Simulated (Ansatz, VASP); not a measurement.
# GaAs: VASP beside Ansatz

One calculation is typed for both programs; each brings its own data sets. How far apart do they land? Of the first pair: The structure shown is the start of the Ansatz relaxation below; VASP solves that cell, so the two are compared at the walk's first step.

Program: Ansatz 0.2.0. Level of theory: plane waves, with VASP 6.6.1 beside it; single point at r2SCAN. Results are calculated unless marked as measured.

### Step 1. The structure

It takes space group Imm2 (No. 44, orthorhombic). Conventional cell: a = 3.966 Å, b = 4.006 Å, c = 5.666 Å, α = 90.00°, β = 90.00°, γ = 90.00°. Nearest to Ga lie 4 As at 2.44 to 2.45 Å. Nearest to As lie 4 Ga at 2.44 to 2.45 Å. Farther neighbours are not listed.

### Step 2. Ansatz: relaxation, r2SCAN

Ansatz runs on its PAW soft_1 files.

The two programs are compared at the cell with which this relaxation starts, whose forces are those of its first step.

input.yaml reads:

```yaml
crystal:
  lattice:
    - [-0.0141644702, 2.8187295609, 2.8328940311]
    - [2.8187295609, -0.0141644702, 2.8328940311]
    - [2.8045650908, 2.8045650908, 0.0]
  atoms:
    - { symbol: Ga, position: [0.0, 0.0, 0.0] }
    - { symbol: As, position: [0.75, 0.75, 0.75] }
  conventional_axes: [[0, 0, 1], [1, -1, 0], [1, 1, -1]]
kpoints:
  mp_grid: { grid: [16, 16, 16] }
hamiltonian:
  xc: r2scan
  pseudopotentials: { kind: paw, azcp: { folder: soft_1 } }
scf:
  occupations: { method: gaussian, width: 0.02 }
output:
  forces: true
  stress: true
  eigenvalues: true
relax:
  adjacent_minimum: "off"
  f_tol: 0.001
  max_steps: 60
  cell: { stress_tol: 0.01, fix: [a, angles] }
```

Command:

```bash
> ansatz run input.yaml --threads 4 --pin off --max-ram 10240MiB --backend cpu --events-out ev --progress --plain --runs-dir out
```

Numbers of over 12 decimals in the logs are rounded to 6 here.

What it wrote:

```text
Engine: ansatz 0.2.0, aarch64-unknown-linux-gnu
Pseudopotentials: kind: paw
Pseudopotential: Ga, paw, valence charge 13, recommended cutoff 500 eV (meta_gga), soft_1/Ga.paw.azcp
Pseudopotential: As, paw, valence charge 15, recommended cutoff 500 eV (meta_gga), soft_1/As.paw.azcp
Functional definition: r2SCAN
  parameter k0 = 0.174
  parameter k1 = 0.065
  parameter a1 = 4.9479
  exchange = r2scan_x(k0 = k0, k1 = k1, a1 = a1)
  correlation = r2scan_c
Crystal: 2 atoms, lattice volume = 45.015 Å³
Basis set: ecut = 500 eV, 1139 PW (Γ), exchange–correlation on 120×120×120 points (64 copies of the dense FFT grid, shifted against one another)
Bands: 18, of which v1, the nominal top of the filled ones, is band 14 counted from 1 (13 counted from 0)
Symmetry: 4 space group operations
Space group: Imm2 (ITA 44), of the structure as read, at distance tolerance 3.6e-5 Å
k-points: 621 of 4096 (time reversal used)
Non-local potential: Ga, projectors of the file, l = 0: 2, l = 1: 2, l = 2: 3, l = 3: 1
Non-local potential: As, projectors of the file, l = 0: 2, l = 1: 2, l = 2: 3, l = 3: 1
PAW form: soft (Blöchl's): semilocal exchange-correlation on the pseudo side does not see the compensation charge
PAW frozen core: Ga, regenerated for the run's functional (the file was generated under x = pbe(κ = 0.804, μ = 0.219515), c = pbe(β = 0.066725))
PAW frozen core: As, regenerated for the run's functional (the file was generated under x = pbe(κ = 0.804, μ = 0.219515), c = pbe(β = 0.066725))
PAW one-centre angular grid: Ga, 590 points (default); XC on 160 Gauss nodes
PAW one-centre angular grid: As, 590 points (default); XC on 160 Gauss nodes
Initial density: superposition of atomic densities (chi_scale 0.1, normalization cell, long waves kept (reshape's long-wave potential 0.00 eV rms))
Initial wavefunctions: pseudopotential atomic-orbital guess
Functional: x = r2scan, c = r2scan; τ floored in thin density (d = 2e-4 eV/Å³)
iter 1 solved again at ethr=2.01e-3 eV; its pass at ethr=3.10e-3 eV (dr2=5.63e-1 eV) is discarded
SCF iter   1: F=—  HF=-8655.769015 eV  |F-HF|=—  |Δ(HF+E_count)|=         —  Δρ=4.91e-2  dr2=5.67e-1  dr2_τ=5.67e-3  ethr=2.01e-3  ⟨swp⟩=1.0  Hψ=68909  notcnv=0
preconditioner: auto → none  [insulator: Δε(μ)=0.845 eV  Ē_g=16.601 eV  σ=0.020 eV  W_gap=1.00  n_scr=14 (ndim 8)  ℏωp=23.5 eV  f_vac=0.001  D(μ)=0.00/eV (n_scr^D=0)  ε∞_Penn≈3.0]
SCF iter   2: F=—  HF=-8655.767023 eV  |F-HF|=—  |Δ(HF+E_count)|=   1.99e-3  Δρ=2.15e-2  dr2=1.06e-1  dr2_τ=6.53e-4  ethr=2.01e-3  ⟨swp⟩=3.2  Hψ=19415  notcnv=0
SCF iter   3: F=—  HF=-8655.782085 eV  |F-HF|=—  |Δ(HF+E_count)|=   1.51e-2  Δρ=7.31e-3  dr2=1.35e-2  dr2_τ=1.46e-4  ethr=3.80e-4  ⟨swp⟩=2.1  Hψ=19302  notcnv=0
SCF iter   4: F=—  HF=-8655.771377 eV  |F-HF|=—  |Δ(HF+E_count)|=   1.07e-2  Δρ=7.96e-4  dr2=1.08e-4  dr2_τ=3.75e-6  ethr=4.83e-5  ⟨swp⟩=2.9  Hψ=20687  notcnv=0
SCF iter   5: F=—  HF=-8655.771416 eV  |F-HF|=—  |Δ(HF+E_count)|=   3.92e-5  Δρ=3.01e-4  dr2=1.61e-5  dr2_τ=4.89e-7  ethr=3.85e-7  ⟨swp⟩=2.0  Hψ=19968  notcnv=0
SCF iter   6: F=—  HF=-8655.771425 eV  |F-HF|=—  |Δ(HF+E_count)|=   9.45e-6  Δρ=5.42e-5  dr2=6.12e-7  dr2_τ=9.93e-9  ethr=5.76e-8  ⟨swp⟩=2.8  Hψ=19603  notcnv=0
SCF iter   7: F=-8655.771426 eV  HF=-8655.771426 eV  |F-HF|=1.82e-8  |Δ(HF+E_count)|=   5.08e-7  Δρ=9.00e-6  dr2=2.92e-8  dr2_τ=9.72e-10  ethr=3.57e-10  ⟨swp⟩=6.2  Hψ=52511  notcnv=0
SCF 1 converged in 7 iterations: F = -8655.771426 eV  dr2 = 2.92e-8
  greatest PAW one-centre occupation: 0.999 electrons in one spin orbital (limit 2), on the As atom at site 1 (counted from 0), in its partial waves of l = 2
relax step   1: F+E_penalty+E_count = -8655.77142585 eV  Δ(F+E_penalty+E_count) = +0.000e0 eV  max|allowed force component| = 7.321e-2 eV/Å  Δτ_max = 0.0000 Å  P = +0.756 GPa  Ω = 45.015 Å³  fix = [a, alpha, beta, gamma]  reactions: a +1.691 GPa  (7 SCF iters, dr2 threshold 1.00e-7 eV, accepted)
[...]
relax step   2: F+E_penalty+E_count = -8655.77195017 eV  Δ(F+E_penalty+E_count) = -5.243e-4 eV  max|allowed force component| = 1.397e-2 eV/Å  Δτ_max = 0.0032 Å  P = +0.434 GPa  Ω = 45.204 Å³  energy of the carried Pulay correction = -4.785e-5 eV  fix = [a, alpha, beta, gamma]  reactions: a +1.320 GPa  (5 SCF iters, dr2 threshold 2.00e-7 eV, accepted)
[...]
relax step   3: F+E_penalty+E_count = -8655.77196408 eV  Δ(F+E_penalty+E_count) = -1.391e-5 eV  max|allowed force component| = 1.194e-3 eV/Å  Δτ_max = 0.0005 Å  P = +0.418 GPa  Ω = 45.213 Å³  energy of the carried Pulay correction = -4.999e-5 eV  fix = [a, alpha, beta, gamma]  reactions: a +1.263 GPa  (4 SCF iters, dr2 threshold 1.22e-8 eV, accepted)
[...]
relax step   4: F+E_penalty+E_count = -8655.77196463 eV  Δ(F+E_penalty+E_count) = -5.523e-7 eV  max|allowed force component| = 2.416e-5 eV/Å  Δτ_max = 0.0001 Å  P = +0.421 GPa  Ω = 45.211 Å³  energy of the carried Pulay correction = -4.956e-5 eV  fix = [a, alpha, beta, gamma]  reactions: a +1.262 GPa  (5 SCF iters, dr2 threshold 8.90e-11 eV, accepted)
[...]
relax step   5: F+E_penalty+E_count = -8655.77201421 eV  Δ(F+E_penalty+E_count) = -4.958e-5 eV  max|allowed force component| = 2.627e-5 eV/Å  Δτ_max = 0.0000 Å  P = +0.422 GPa  Ω = 45.211 Å³  fix = [a, alpha, beta, gamma]  reactions: a +1.263 GPa  stress off target by 1.45e-3 GPa on what of the cell is left free  SCF on the basis re-selected at this cell (its energy is not comparable with the rows above)  (6 SCF iters)
basis re-selected at this cell: Δ(F+E_penalty+E_count) = -4.958e-5 eV, ΔP = +0.001 GPa vs the last step (what re-selecting the basis moved, of the pressure what is left beyond the Pulay correction that the steps carried, after the strain that the cell walked since its last selection, with what the two solves' SCF thresholds leave and, on support functions, any second-order correction that the steps lacked; it is no m [...]
SCF converged after 6 iterations
Free energy (F): -8655.772014 eV
Harris-Foulkes:  -8655.772014 eV  (|F-HF|=7.28e-12)
Internal energy: -8655.772014 eV  (E = F + TS)
E sigma→0 (E₀):  -8655.772014 eV
Fermi energy:    8.200610 eV
--- Per-component energies (eV) ---
  E_band       = -338.737771
  E_kinetic    = 208.958519
  E_local      = -3661.887342  (includes V_loc(G=0)·N_el)
  E_nonlocal   = -484.158272
  E_hartree    = 2136.394273
  E_xc         = -123.638127
  E_vxc        = -136.043380  (∫ρ·V_xc dr)
  E_paw        = -4031.194438  (= ΣΔE_a)
  E_vpaw       = -545.526454  (= ΣTr[D̂ρ^β])
  E_aug_tail   = 0.000052  (compensation charges beyond the density's cutoff)
  E_vtau       = 7.130563  (kinetic-family band-sum trace: ∫τ·v_τ [+ j·A + Jᵃ·Aᵃ] dr)
  E_ewald      = -2698.136220
  E_core_change = -2.110460  (= ΣΔE_core)
  E_smearing   = -0.000000  (= −TS)
  E_closure    = -0.000000  (closes the sum)
  Σ components = -8655.772014   (vs F -8655.772014, Δ=0.00e0)
--- Forces (eV/Å), atoms counted from 1 ---
  atom   1  Ga    -0.00000000    -0.00000000     0.00002652
  atom   2  As     0.00000000     0.00000000    -0.00002602
  max |Σ_I F_I| component: 5.00e-7 eV/Å
--- Stress (GPa, compression-positive) ---
        0.631586       0.631086       0.000000
        0.631086       0.631586       0.000000
        0.000000       0.000000       0.001451
  P = ⅓ Tr σ = 0.4215 GPa (4.215 kbar)
--- Band table (eV; the first three rows and the last of 621) ---
  k-point 0: bands = [... 10 lower, -5.5337, 7.6270, 7.6430, 7.7254, 8.6758, 11.6544, 11.7415, 11.7681]
  k-point 1: bands = [... 10 lower, -5.4845, 6.9372, 7.5765, 7.5927, 9.2118, 11.7578, 11.8290, 11.8707]
  k-point 2: bands = [... 10 lower, -5.3394, 5.7899, 7.4039, 7.4098, 9.6253, 12.0237, 12.0922, 12.2981]
  k-point 620: bands = [... 10 lower, -2.9361, 0.6517, 4.8752, 4.9975, 9.4435, 9.7198, 18.5201, 18.5728]
--- Relaxed structure (4 steps of the walk, 4 accepted, 1 SCFs on fresh bases) ---
  F+E_penalty+E_count = -8655.77201421 eV   max|allowed force component| = 2.627e-5 eV/Å   (the final SCF, on the basis selected at the relaxed cell)
  cell:  # Å, volume = 45.2110 Å³
    - [-0.014415, 2.818980, 2.844735]
    - [2.818980, -0.014415, 2.844735]
    - [2.8045650908, 2.8045650908, 4.950000667632112e-11]
  atoms:
    - { symbol: Ga, position: [0.000673787, 0.000673787, -0.000673787] }
    - { symbol: As, position: [0.749326, 0.749326, 0.750674] }
```

### Step 3. VASP: single point, r2SCAN, start cell, pair 1

The same cell, functional, mesh and smearing now go to VASP, with its own data sets.

Lines of VASP's logs that name or quote its potential files are left out, and so is its time.

INCAR reads:

```
SYSTEM = GaAs
PREC = Accurate
ENCUT = 440
EDIFF = 1E-06
NELM = 120
ISMEAR = 0
SIGMA = 0.02
LREAL = .FALSE.
ALGO = Normal
METAGGA = R2SCAN
LASPH = .TRUE.
NBANDS = 15
LORBIT = 11
LWAVE = .FALSE.
LCHARG = .FALSE.
ISIF = 2
GGA_COMPAT = .FALSE.
EFERMI = MIDGAP
LMIXTAU = .TRUE.
KPAR = 2
```

POSCAR reads:

```
GaAs
1.0
   -0.0141640000      2.8187300000      2.8328940000
    2.8187300000     -0.0141640000      2.8328940000
    2.8045650000      2.8045650000      0.0000000000
Ga As
1 1
Direct
    0.0000000000      0.0000000000      0.0000000000
    0.7500000000      0.7500000000      0.7500000000
```

KPOINTS reads:

```
Automatic mesh
0
Gamma
16 16 16
0 0 0
```

Potentials, in the order of the species: Ga_d and As (PBE family, release 64).

Command:

```bash
> mpirun -np 2 vasp_std
```

What it wrote:

```text
[banner, memory and clock lines left out]
running    2 mpi-ranks, on    1 nodes
 distrk:  each k-point on    1 cores,    2 groups
 distr:  one band on    1 cores,    1 groups

 POSCAR found type information on POSCAR GaAs
 POSCAR found :  2 types and       2 ions
|                                                                             |
|               ----> ADVICE to this user running VASP <----                  |
|                                                                             |
|     You enforced a specific xc type in the INCAR file but a different       |
|     [... a line on the potential file left out ...]
|     I HOPE YOU KNOW WHAT YOU ARE DOING!                                     |
|                                                                             |

 LDA part: xc-table for (None), standard interpolation
 POSCAR, INCAR and KPOINTS ok, starting setup
 FFT: planning ... GRIDC
 FFT: planning ... GRID_SOFT
 FFT: planning ... GRID
 WAVECAR not read
 entering main loop
       N       E                     dE             d eps       ncg     rms          rms(c)
DAV:   1     0.590886612104E+02    0.59089E+02   -0.86146E+03 19112   0.155E+03
DAV:   2    -0.230417538235E+02   -0.82130E+02   -0.78616E+02 21136   0.301E+02
DAV:   3    -0.290417086821E+02   -0.60000E+01   -0.59802E+01 22522   0.677E+01
DAV:   4    -0.291303227191E+02   -0.88614E-01   -0.88598E-01 22796   0.923E+00
DAV:   5    -0.291315939860E+02   -0.12713E-02   -0.12712E-02 23756   0.980E-01    0.319E+00
DAV:   6    -0.269997699873E+02    0.21318E+01   -0.56293E-01 21458   0.150E+01    0.196E+00
DAV:   7    -0.270965225724E+02   -0.96753E-01   -0.29989E-01 20604   0.665E+00    0.875E-01
DAV:   8    -0.270283672790E+02    0.68155E-01   -0.13343E-01 18861   0.441E+00    0.356E-01
DAV:   9    -0.269524025891E+02    0.75965E-01   -0.23379E-01 18714   0.403E+00    0.229E-01
DAV:  10    -0.269639925411E+02   -0.11590E-01   -0.82140E-02 18686   0.239E+00    0.727E-02
DAV:  11    -0.270499903961E+02   -0.85998E-01   -0.45782E-02 18658   0.173E+00    0.618E-02
DAV:  12    -0.270489907794E+02    0.99962E-03   -0.95897E-04 25693   0.272E-01    0.297E-02
DAV:  13    -0.270524346699E+02   -0.34439E-02   -0.94557E-04 19540   0.305E-01    0.138E-02
DAV:  14    -0.270529174936E+02   -0.48282E-03   -0.31298E-04 22025   0.200E-01    0.501E-03
DAV:  15    -0.270529884881E+02   -0.70995E-04   -0.76672E-05 20345   0.976E-02    0.660E-03
DAV:  16    -0.270530016630E+02   -0.13175E-04   -0.20360E-06 25749   0.135E-02    0.424E-03
DAV:  17    -0.270530095388E+02   -0.78757E-05   -0.10815E-06 15265   0.108E-02    0.150E-03
DAV:  18    -0.270530134065E+02   -0.38677E-05   -0.17744E-06 19826   0.134E-02    0.325E-04
DAV:  19    -0.270530135174E+02   -0.11088E-06   -0.30936E-08 11464   0.158E-03
   1 F= -.27053014E+02 E0= -.27053014E+02  d E =0.000000E+00
```

OUTCAR, selected parts (step 3):

```text
ion  position               nearest neighbor table
   1  0.000  0.000  0.000-   2 2.44   2 2.44   2 2.45   2 2.45
   2  0.750  0.750  0.750-   1 2.44   1 2.44   1 2.45   1 2.45

  LATTYP: Found a body centered orthorhombic cell.
 ALAT       =     3.9662538596
 B/A-ratio  =     1.0101010317
 C/A-ratio  =     1.4284985784

 Subroutine GETGRP returns: Found  4 space group operations
 (whereof  4 operations were pure point group operations)

The static configuration has the point symmetry C_2v.

 Found    621 irreducible k-points:

   k-points           NKPTS =    621   k-points in BZ     NKDIM =    621   number of bands    NBANDS=     15

   dimension x,y,z NGX =    28 NGY =   28 NGZ =   28
   dimension x,y,z NGXF=    56 NGYF=   56 NGZF=   56

   ENCUT  =  440.0 eV  32.34 Ry    5.69 a.u.   6.84  6.84  6.78*2*pi/ulx,y,z

   NELECT =      18.0000    total number of electrons

 k-points in reciprocal lattice and weights: Automatic mesh
   0.00000000  0.00000000  0.00000000       0.000
   0.06250000  0.00000000  0.00000000       0.001
   0.12500000  0.00000000  0.00000000       0.001
   0.18750000  0.00000000  0.00000000       0.001
   0.25000000  0.00000000  0.00000000       0.001
   0.31250000  0.00000000  0.00000000       0.001
   0.37500000  0.00000000  0.00000000       0.001
   0.43750000  0.00000000  0.00000000       0.001
   0.50000000  0.00000000  0.00000000       0.000
[...]
0.25000000  0.25000000  0.50000000       0.000
  -0.25000000  0.25000000  0.50000000       0.000

 average (electrostatic) potential at core
       1 -71.2248       2 -54.8879

 E-fermi :   4.2374

 k-point     1 :       0.0000    0.0000    0.0000
  band No.  band energies     occupation
    ...
      5     -11.4368      2.00000
      6      -9.5259      2.00000
      7       3.6903      2.00000
      8       3.7059      2.00000
      9       3.7390      2.00000
     10       4.7358      0.00000
     11       7.6786      0.00000
     12       7.7679      0.00000
     13       7.8217      0.00000
     14      11.9779      0.00000
    ...

 k-point     2 :       0.0625    0.0000    0.0000
  band No.  band energies     occupation
    ...
      5     -11.4369      2.00000
      6      -9.4773      2.00000
      7       2.9412      2.00000
      8       3.6293      2.00000
      9       3.6728      2.00000
     10       5.2896      0.00000
     11       7.7832      0.00000
     12       7.8552      0.00000
     13       7.9219      0.00000
     14      12.2434      0.00000
    ...

 k-point     3 :       0.1250    0.0000    0.0000
  band No.  band energies     occupation
    ...
      5     -11.4369      2.00000
      6      -9.3342      2.00000
      7       1.7827      2.00000
      8       3.4565      2.00000
      9       3.5002      2.00000
     10       5.7280      0.00000
     11       8.0933      0.00000
     12       8.1786      0.00000
     13       8.2506      0.00000
     14      12.9028      0.00000
    ...

  Total        0.2606560      0.2606560      0.1644922      0.2341127      0.0000000      0.0000000
  in kB        9.2773110      9.2773110      5.8546352      8.3325789      0.0000010      0.0000010
  external PRESSURE =       8.1364191 kB  Pullay stress =       0.0000000 kB

  energy-cutoff  :      440.00
  volume of cell :       45.01
      direct lattice vectors                 reciprocal lattice vectors
    -0.014164000  2.818730000  2.832894000    -0.176497956  0.176497956  0.176497956
     2.818730000 -0.014164000  2.832894000     0.176497956 -0.176497956  0.176497956
     2.804565000  2.804565000  0.000000000     0.178280767  0.178280767 -0.176498019

 POSITION                                       TOTAL-FORCE (eV/Angst)
 -----------------------------------------------------------------------------------
      0.00000      0.00000      0.00000         0.000000      0.000000      0.072367
      4.20685      4.20685      4.24934        -0.000000     -0.000000     -0.072367
 -----------------------------------------------------------------------------------
    total drift:                               -0.000011     -0.000011     -0.003592

  FREE ENERGIE OF THE ION-ELECTRON SYSTEM (eV)
  ---------------------------------------------------
  free  energy   TOTEN  =       -27.0530135174 eV

  energy  without entropy=      -27.0530135174  energy(sigma->0) =      -27.05301352

 total charge
# of ion       s       p       d       tot
------------------------------------------
    1        0.849   0.799  10.000  11.647
    2        1.204   1.642   0.033   2.879
--------------------------------------------------
tot          2.052   2.441  10.032  14.526

[... 3 further parts left out ...]
```

The run ends at a pressure of 0.81 GPa, with forces up to 0.072 eV/Å.

(Continued in part 2 of 2.)

[Lines on the potential files, build, host, timing and source positions are cut from VASP's logs without a mark.]

[Logs are printed without paths, hosts, clocks, repeated set-up lines and the standing remarks that a program may print on its own settings, such as how far it seeks lower states.]

[Hosts, paths, dates, database ids (printed as entryN), source tags and the programs' standing remarks are cut or masked in the printed files.]
